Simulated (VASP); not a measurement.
Here is the system:

```xyz
1
Lattice="-1.5939 1.5939 2.5111 1.5939 -1.5939 2.5111 1.5939 1.5939 -2.5111" Properties=species:S:1:pos:R:3 pbc="T T T"
In     0.0000     0.0000     0.0000
```

The numbers are results of PBEsol GGA, VASP's PBE PAW potentials (set 64) (plane waves; VASP 6.6.1), not measurements. Numerical set-up: 500 eV cut-off, 16×16×16 Γ-centred mesh, first-order Methfessel-Paxton smearing of 0.10 eV, potentials In_d.

Energy and stress use the plane-wave basis of the starting cell.

Problem. The ions, cell shape and volume at an external pressure of 5.0 GPa are relaxed. Give the cell that the relaxation ends in.

Solution. 
```xyz
1
Lattice="-1.5495 1.5495 2.4358 1.5495 -1.5495 2.4358 1.5495 1.5495 -2.4358" Properties=species:S:1:pos:R:3 pbc="T T T"
In     0.0000     0.0000     4.8716
```
Space group I4/mmm (139), at a tolerance of 0.03 Å.

Problem. How do energy and volume change from the first to the last step?

Solution. The energy (σ→0) changes by +29.9 meV/atom and the volume by -8.3 %, in 5 ionic steps.

| step | E(σ→0) (eV) | max force (eV/Å) | pressure (GPa) | volume (Å³) |
|---|---|---|---|---|
| 1 | -2.9864 | 0.000 | 0.01 | 25.52 |
| 2 | -2.9298 | 0.000 | 7.36 | 22.69 |
| 3 | -2.9561 | 0.000 | 4.99 | 23.38 |
| 4 | -2.9548 | 0.000 | 5.12 | 23.34 |
| 5 | -2.9565 | 0.000 | 4.97 | 23.39 |

The compound is In in the bct structure. This run relaxes it under an external pressure of 5 GPa. Symmetry was kept, so distortions that lower it aren't found.
